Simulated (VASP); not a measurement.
A cell of CdTe (zinc blende) near equilibrium:

```xyz
2
Lattice="0.0000 3.3041 3.3041 3.3041 0.0000 3.3041 3.3041 3.3041 0.0000" Properties=species:S:1:pos:R:3 pbc="T T T"
Cd     0.0000     3.3041     3.3041
Te     1.6520     1.6520     1.6520
```

Level of theory: PBE GGA, VASP's PBE PAW potentials (set 64) (plane waves; VASP).

Unless said otherwise, spin-orbit coupling is left out, though it shifts the bands of the heavy elements here.

```json
[
 {"run": "as it is", "ΔE (meV/atom)": "0.0", "σxx": "0.26", "σyy": "0.26", "σzz": "0.26", "largest shear component, with its sign (GPa)": "0.00", "gap (eV)": "0.59"},
 {"run": "after one change", "ΔE (meV/atom)": "19.7", "σxx": "2.81", "σyy": "2.81", "σzz": "2.81", "largest shear component, with its sign (GPa)": "0.00", "gap (eV)": "0.78"}
]
```
Stress is in GPa, positive when the cell is compressed; gaps are those on the k-mesh, and 0.00 means metallic.

Task: What was changed between the two runs?
(A) isotropic strain of -1.5 %
(B) shear strain γ_yz = +1.5 %
(C) isotropic strain of -2.0 %
(D) biaxial strain of +1.5 % in the xy plane

Result: C, isotropic strain of -2.0 %

The compound is CdTe in the zinc blende structure.
